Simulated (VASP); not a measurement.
## Cs2AgBiBr6: the band gap, functional by functional

Aim: the gap of Cs2AgBiBr6 on one structure at many levels of theory. The starting structure is a cell with measured lattice constants from the literature and the atomic positions of a Crystallography Open Database entry. The atoms were first relaxed with LDA in that cell, in a run that isn't shown, and the relaxed structure is the one below. Meshes and data sets differ where the inputs say so.

Calculated with VASP 6.6.1; Kohn-Sham DFT with plane waves and PAW; 9 levels of theory, named at each step.

**1. Starting point**

The structure is cubic, space group Fm-3m (No. 225). The conventional cell has a = 11.267 Å, b = 11.267 Å, c = 11.267 Å, α = 90.00°, β = 90.00°, γ = 90.00°. Bi has 6 Br at 2.86 Å nearest. Cs has 12 Br at 3.98 Å nearest. Nearest to Ag lie 6 Br at 2.77 Å. Nearest to Br lie 1 Ag at 2.77 Å and 1 Bi at 2.86 Å and 4 Cs at 3.98 Å. Farther neighbours and most contacts between anions are not listed.

As a file:

```xyz
10
Lattice="0.0000 5.6333 5.6333 5.6333 0.0000 5.6333 5.6333 5.6333 0.0000" Properties=species:S:1:pos:R:3 pbc="T T T"
Bi    0.0000    0.0000    0.0000
Cs    8.4500    8.4500    8.4500
Cs    2.8167    2.8167    2.8167
Ag    5.6333    5.6333    5.6333
Br    5.6333    5.6333    8.4065
Br    5.6333    5.6333    2.8601
Br    2.8601    5.6333    5.6333
Br    5.6333    8.4065    5.6333
Br    8.4065    5.6333    5.6333
Br    5.6333    2.8601    5.6333
```

**2. Bands with LDA**

LDA, the lowest rung, knows the local density alone.

Contents of INCAR:

```
SYSTEM = Cs2AgBiBr6
PREC = Accurate
ENCUT = 350
EDIFF = 1E-06
NELM = 100
ISMEAR = 0
SIGMA = 0.03
LREAL = .FALSE.
ALGO = Normal
GGA = CA
NBANDS = 67
LASPH = .TRUE.
LORBIT = 11
LWAVE = .FALSE.
LCHARG = .FALSE.
KPAR = 8
NCORE = 2
```

Contents of POSCAR:

```
Cs2AgBiBr6
1.0
    0.0000000000      5.6333000000      5.6333000000
    5.6333000000      0.0000000000      5.6333000000
    5.6333000000      5.6333000000      0.0000000000
Bi Cs Ag Br
1 2 1 6
Direct
    0.0000000000      0.0000000000      0.0000000000
    0.7500000000      0.7500000000      0.7500000000
    0.2500000000      0.2500000000      0.2500000000
    0.5000000000      0.5000000000      0.5000000000
    0.7461466466      0.7461466466      0.2538533534
    0.2538533534      0.2538533534      0.7461466466
    0.7461466466      0.2538533534      0.2538533534
    0.7461466466      0.2538533534      0.7461466466
    0.2538533534      0.7461466466      0.7461466466
    0.2538533534      0.7461466466      0.2538533534
```

Contents of KPOINTS:

```
Automatic mesh
0
Gamma
4 4 4
0 0 0
```

Contents of KPOINTS_OPT:

```
Line mode
8
Line-mode
Reciprocal
  0.00000000   0.00000000   0.00000000 GAMMA
  0.50000000   0.00000000   0.50000000 X

  0.50000000   0.00000000   0.50000000 X
  0.50000000   0.25000000   0.75000000 W

  0.50000000   0.25000000   0.75000000 W
  0.37500000   0.37500000   0.75000000 K

  0.37500000   0.37500000   0.75000000 K
  0.00000000   0.00000000   0.00000000 GAMMA

  0.00000000   0.00000000   0.00000000 GAMMA
  0.50000000   0.50000000   0.50000000 L

  0.50000000   0.50000000   0.50000000 L
  0.62500000   0.25000000   0.62500000 U

  0.62500000   0.25000000   0.62500000 U
  0.50000000   0.25000000   0.75000000 W

  0.50000000   0.25000000   0.75000000 W
  0.50000000   0.50000000   0.50000000 L

  0.50000000   0.50000000   0.50000000 L
  0.37500000   0.37500000   0.75000000 K

  0.62500000   0.25000000   0.62500000 U
  0.50000000   0.00000000   0.50000000 X
```

PAW data sets: Bi_d, Cs_sv, Ag and Br (LDA family, release 64).

Started as:

```bash
$ mpirun -np 16 vasp_std
```

Log:

```text
[banner, memory and clock lines left out]
running   16 mpi-ranks, on    1 nodes
 distrk:  each k-point on    2 cores,    8 groups
 distr:  one band on    2 cores,    1 groups

 POSCAR found type information on POSCAR BiCsAgBr
 POSCAR found :  4 types and      10 ions
 LDA part: xc-table for (Slater(with rela. corr.)+CA(PZ))
 , standard interpolation
 POSCAR, INCAR and KPOINTS ok, starting setup
 FFT: planning ... GRIDC
 FFT: planning ... GRID_SOFT
 FFT: planning ... GRID
 WAVECAR not read
 entering main loop
       N       E                     dE             d eps       ncg     rms          rms(c)
DAV:   1     0.563345730421E+03    0.56335E+03   -0.29053E+04  1128   0.828E+02
DAV:   2     0.230475408694E+02   -0.54030E+03   -0.51478E+03  1298   0.219E+02
DAV:   3    -0.339824841868E+02   -0.57030E+02   -0.56571E+02  1304   0.849E+01
DAV:   4    -0.354976981982E+02   -0.15152E+01   -0.15120E+01  1293   0.168E+01
DAV:   5    -0.355377690063E+02   -0.40071E-01   -0.40062E-01  1464   0.249E+00    0.833E+00
DAV:   6    -0.342792775626E+02    0.12585E+01   -0.16599E+00  1394   0.749E+00    0.566E+00
DAV:   7    -0.341879642611E+02    0.91313E-01   -0.95691E-01  1352   0.295E+00    0.248E+00
DAV:   8    -0.341739756373E+02    0.13989E-01   -0.87990E-02  1290   0.116E+00    0.649E-01
DAV:   9    -0.341722735206E+02    0.17021E-02   -0.74017E-03  1256   0.373E-01    0.110E-01
DAV:  10    -0.341723700733E+02   -0.96553E-04   -0.96097E-04  1365   0.949E-02    0.763E-02
DAV:  11    -0.341724020286E+02   -0.31955E-04   -0.16681E-04  1328   0.496E-02    0.133E-02
DAV:  12    -0.341723976899E+02    0.43387E-05   -0.18156E-05  1301   0.211E-02    0.759E-03
DAV:  13    -0.341723979542E+02   -0.26430E-06   -0.44252E-06  1368   0.625E-03
   1 F= -.34172398E+02 E0= -.34172398E+02  d E =-.469240E-14
 Start KPOINTS_OPT (optional k-point list driver)
k-point batch [1-8\80]
       N       E                     dE             ncg
DAV:   1    -0.159599972433E+03   -0.57163E+04     1128
DAV:   2    -0.437271216700E+04   -0.42131E+04     1298
DAV:   3    -0.481965196357E+04   -0.44694E+03     1264
DAV:   4    -0.483128985294E+04   -0.11638E+02     1309
DAV:   5    -0.483159526698E+04   -0.30541E+00     1480
DAV:   6    -0.483160301594E+04   -0.77490E-02     1352
DAV:   7    -0.483160349773E+04   -0.48179E-03     1624
DAV:   8    -0.483160349967E+04   -0.19396E-05     1168
DAV:   9    -0.483160349973E+04   -0.60096E-07      864
[...]
k-point batch [73-80\80]
       N       E                     dE             ncg
DAV:   1    -0.114847892298E+03   -0.10544E+05     1112
DAV:   2    -0.438880902272E+04   -0.42740E+04     1293
DAV:   3    -0.483416104662E+04   -0.44535E+03     1336
DAV:   4    -0.484597279737E+04   -0.11812E+02     1352
DAV:   5    -0.484628414388E+04   -0.31135E+00     1477
DAV:   6    -0.484629231293E+04   -0.81690E-02     1448
DAV:   7    -0.484629286370E+04   -0.55078E-03     1632
DAV:   8    -0.484629286590E+04   -0.21922E-05     1272
DAV:   9    -0.484629286596E+04   -0.61008E-07      920
```

Run time: 42 s. Hardware: 16 MPI ranks of AMD EPYC 9R45, shared host; peak memory 4.7 GiB; 9.5 min of CPU time.

The logs omit lines about the potential files and the build; timing stands in the text.

Parts of OUTCAR (step 2):

```text
ion  position               nearest neighbor table
   1  0.000  0.000  0.000-   5 2.86   6 2.86   7 2.86   8 2.86   9 2.86  10 2.86
   2  0.750  0.750  0.750-
   3  0.250  0.250  0.250-
   4  0.500  0.500  0.500-   5 2.77   6 2.77   7 2.77   8 2.77   9 2.77  10 2.77
   5  0.746  0.746  0.254-   4 2.77   1 2.86
   6  0.254  0.254  0.746-   4 2.77   1 2.86
   7  0.746  0.254  0.254-   4 2.77   1 2.86
   8  0.746  0.254  0.746-   4 2.77   1 2.86
   9  0.254  0.746  0.746-   4 2.77   1 2.86
  10  0.254  0.746  0.254-   4 2.77   1 2.86

  LATTYP: Found a face centered cubic cell.
 ALAT       =    11.2666000000

 Subroutine GETGRP returns: Found 48 space group operations
 (whereof 48 operations were pure point group operations)

The static configuration has the point symmetry O_h .

 Found      8 irreducible k-points:

   k-points           NKPTS =      8   k-points in BZ     NKDIM =      8   number of bands    NBANDS=     67

   dimension x,y,z NGX =    50 NGY =   50 NGZ =   50
   dimension x,y,z NGXF=   100 NGYF=  100 NGZF=  100

   ENCUT  =  350.0 eV  25.72 Ry    5.07 a.u.  12.15 12.15 12.15*2*pi/ulx,y,z

   NELECT =      86.0000    total number of electrons

 k-points in reciprocal lattice and weights: Automatic mesh
   0.00000000  0.00000000  0.00000000       0.016
   0.25000000  0.00000000  0.00000000       0.125
   0.50000000  0.00000000  0.00000000       0.062
   0.25000000  0.25000000  0.00000000       0.094
   0.50000000  0.25000000  0.00000000       0.375
  -0.25000000  0.25000000  0.00000000       0.188
   0.50000000  0.50000000  0.00000000       0.047
  -0.25000000  0.50000000  0.25000000       0.094

 average (electrostatic) potential at core
       1-110.0499       2 -48.0254       3 -48.0254       4 -76.6466       5 -69.7200
       6 -69.7200       7 -69.7200       8 -69.7200       9 -69.7200      10 -69.7200

 E-fermi :   1.3349

 k-point     1 :       0.0000    0.0000    0.0000
  band No.  band energies     occupation
    ...
     39       0.0495      2.00000
     40       0.0495      2.00000
     41       0.0495      2.00000
     42       0.5907      2.00000
     43       0.5907      2.00000
     44       3.2163      0.00000
     45       3.2163      0.00000
     46       3.2163      0.00000
     47       4.4980      0.00000
     48       5.4952      0.00000
    ...

 k-point     2 :       0.2500    0.0000    0.0000
  band No.  band energies     occupation
    ...
     39      -0.2739      2.00000
     40      -0.2739      2.00000
     41      -0.0525      2.00000
     42       0.1882      2.00000
     43       0.1882      2.00000
     44       2.7320      0.00000
     45       3.9366      0.00000
     46       3.9366      0.00000
     47       5.0743      0.00000
     48       5.8532      0.00000
    ...

 k-point     3 :       0.5000    0.0000    0.0000
  band No.  band energies     occupation
    ...
     39      -0.2802      2.00000
     40      -0.2802      2.00000
     41      -0.2757      2.00000
     42       0.0042      2.00000
     43       0.0042      2.00000
     44       2.2478      0.00000
     45       4.6321      0.00000
     46       4.6321      0.00000
     47       5.8758      0.00000
     48       5.9958      0.00000
    ...

  Total       -4.5606100     -4.5606100     -4.5606100     -0.0000000     -0.0000000      0.0000000
  in kB      -20.4368933    -20.4368933    -20.4368933     -0.0000000     -0.0000000      0.0000000
  external PRESSURE =     -20.4368933 kB  Pullay stress =       0.0000000 kB

  energy-cutoff  :      350.00
  volume of cell :      357.54
      direct lattice vectors                 reciprocal lattice vectors
     0.000000000  5.633300000  5.633300000    -0.088757922  0.088757922  0.088757922
     5.633300000  0.000000000  5.633300000     0.088757922 -0.088757922  0.088757922
     5.633300000  5.633300000  0.000000000     0.088757922  0.088757922 -0.088757922

 POSITION                                       TOTAL-FORCE (eV/Angst)
 -----------------------------------------------------------------------------------
      0.00000      0.00000      0.00000         0.000000      0.000000      0.000000
      8.44995      8.44995      8.44995         0.000000      0.000000      0.000000
      2.81665      2.81665      2.81665         0.000000     -0.000000      0.000000
      5.63330      5.63330      5.63330         0.000000      0.000000      0.000000
      5.63330      5.63330      8.40654         0.000000      0.000000     -0.006509
      5.63330      5.63330      2.86006         0.000000      0.000000      0.006509
      2.86006      5.63330      5.63330         0.006509      0.000000      0.000000
      5.63330      8.40654      5.63330         0.000000     -0.006509      0.000000
      8.40654      5.63330      5.63330        -0.006509      0.000000      0.000000
      5.63330      2.86006      5.63330         0.000000      0.006509      0.000000
 -----------------------------------------------------------------------------------
    total drift:                                0.000000      0.000000     -0.000000

  FREE ENERGIE OF THE ION-ELECTRON SYSTEM (eV)
  ---------------------------------------------------
  free  energy   TOTEN  =       -34.1723979542 eV

  energy  without entropy=      -34.1723979542  energy(sigma->0) =      -34.17239795

 total charge
# of ion       s       p       d       tot
------------------------------------------
    1        1.645   0.961   9.972  12.577
    2        1.836   4.683   0.018   6.537
    3        1.836   4.683   0.018   6.537
    4        0.262   0.195   9.291   9.747
    5        1.614   3.214   0.013   4.841
    6        1.614   3.214   0.013   4.841
    7        1.614   3.214   0.013   4.841
    8        1.614   3.214   0.013   4.841
    9        1.614   3.214   0.013   4.841
   10        1.614   3.214   0.013   4.841
--------------------------------------------------
tot         15.262  29.807  19.377  64.445

[... 3 further parts left out ...]
```

Spin-orbit coupling is off here; with elements this heavy it can split and shift levels by tenths of an eV, and by up to about 1 eV where a band edge is a 6p state. At this level the cell is under a tension of 2.0 GPa, so at these settings it is away from equilibrium.

LDA gives a least gap of 1.065 eV, and a least direct gap of 2.154 eV.

**3. Bands with PBE**

PBE, the usual starting point, adds the gradient of the density.

INCAR, as its differences from that of step 2:

```diff
@@ -9,3 +9,3 @@
 ALGO = Normal
-GGA = CA
+GGA = PE
 NBANDS = 67
```

POSCAR is that of step 2.

KPOINTS is that of step 2.

KPOINTS_OPT is that of step 2.

The projector-augmented-wave data sets are Bi_d, Cs_sv, Ag and Br (PBE family, release 64).

Started as:

```bash
$ mpirun -np 16 vasp_std
```

Log:

```text
[banner, memory and clock lines left out]
running   16 mpi-ranks, on    1 nodes
[...]
LDA part: xc-table for (Slater+PW92), standard interpolation
 POSCAR, INCAR and KPOINTS ok, starting setup
[...]
entering main loop
       N       E                     dE             d eps       ncg     rms          rms(c)
DAV:   1     0.576080895228E+03    0.57608E+03   -0.29137E+04  1128   0.829E+02
DAV:   2     0.283014285240E+02   -0.54778E+03   -0.52231E+03  1298   0.220E+02
DAV:   3    -0.293914629411E+02   -0.57693E+02   -0.57246E+02  1296   0.856E+01
DAV:   4    -0.308633985031E+02   -0.14719E+01   -0.14688E+01  1293   0.166E+01
[...]
DAV:  13    -0.295274029830E+02   -0.46250E-05   -0.24932E-05  1208   0.130E-02    0.105E-02
DAV:  14    -0.295274017267E+02    0.12564E-05   -0.41863E-06  1296   0.637E-03    0.218E-03
DAV:  15    -0.295274018099E+02   -0.83235E-07   -0.39402E-07   712   0.212E-03
   1 F= -.29527402E+02 E0= -.29527402E+02  d E =-.334385E-26
 Start KPOINTS_OPT (optional k-point list driver)
k-point batch [1-8\80]
       N       E                     dE             ncg
DAV:   1    -0.493067652507E+01   -0.55617E+04     1128
DAV:   2    -0.427879962214E+04   -0.42739E+04     1290
DAV:   3    -0.473098230086E+04   -0.45218E+03     1280
DAV:   4    -0.474232813708E+04   -0.11346E+02     1280
DAV:   5    -0.474262991120E+04   -0.30177E+00     1525
DAV:   6    -0.474263628425E+04   -0.63731E-02     1320
DAV:   7    -0.474263672271E+04   -0.43845E-03     1648
DAV:   8    -0.474263672619E+04   -0.34828E-05     1120
DAV:   9    -0.474263672641E+04   -0.21923E-06      888
[...]
k-point batch [73-80\80]
       N       E                     dE             ncg
DAV:   1     0.381340211676E+02   -0.10391E+05     1104
DAV:   2    -0.429478705099E+04   -0.43329E+04     1293
DAV:   3    -0.474424143536E+04   -0.44945E+03     1320
DAV:   4    -0.475582015364E+04   -0.11579E+02     1360
DAV:   5    -0.475611694129E+04   -0.29679E+00     1504
DAV:   6    -0.475612401757E+04   -0.70763E-02     1424
DAV:   7    -0.475612446238E+04   -0.44481E-03     1632
DAV:   8    -0.475612446416E+04   -0.17823E-05     1224
DAV:   9    -0.475612446422E+04   -0.65348E-07      960
```

Run time: 44 s. Hardware: 16 MPI ranks; peak memory 5.4 GiB; 10 min of CPU time.

From OUTCAR (step 3):

```text
  Total        2.5603544      2.5603544      2.5603544      0.0000000      0.0000000      0.0000000
  in kB       11.4733974     11.4733974     11.4733974      0.0000000      0.0000000      0.0000000
  external PRESSURE =      11.4733974 kB  Pullay stress =       0.0000000 kB

 POSITION                                       TOTAL-FORCE (eV/Angst)
 -----------------------------------------------------------------------------------
      0.00000      0.00000      0.00000         0.000000      0.000000      0.000000
      8.44995      8.44995      8.44995        -0.000000      0.000000     -0.000000
      2.81665      2.81665      2.81665        -0.000000      0.000000     -0.000000
      5.63330      5.63330      5.63330         0.000000      0.000000      0.000000
      5.63330      5.63330      8.40654         0.000000      0.000000      0.083455
      5.63330      5.63330      2.86006         0.000000      0.000000     -0.083455
      2.86006      5.63330      5.63330        -0.083455      0.000000      0.000000
      5.63330      8.40654      5.63330         0.000000      0.083455      0.000000
      8.40654      5.63330      5.63330         0.083455      0.000000      0.000000
      5.63330      2.86006      5.63330         0.000000     -0.083455      0.000000
 -----------------------------------------------------------------------------------
    total drift:                                0.000000      0.000000     -0.000000

  FREE ENERGIE OF THE ION-ELECTRON SYSTEM (eV)
  ---------------------------------------------------
  free  energy   TOTEN  =       -29.5274018099 eV

  energy  without entropy=      -29.5274018099  energy(sigma->0) =      -29.52740181

[... 2 parts as in an earlier step ...]

[... 1 further part left out ...]
[key lines of the parts left out:]
E-fermi :   1.5641
```

PBE gives a least gap of 1.213 eV, and a least direct gap of 2.283 eV. The least gap is +0.148 eV from that of LDA.

(Part 1 of 4 ends here.)

[Lines on the potential files, build, host, timing and source positions are cut from VASP's logs without a mark.]

[Logs are printed without paths, hosts, clocks, repeated set-up lines and the standing remarks that a program may print on its own settings, such as how far it seeks lower states.]

[Hosts, paths, dates, database ids (printed as entryN), source tags and the programs' standing remarks are cut or masked in the printed files.]
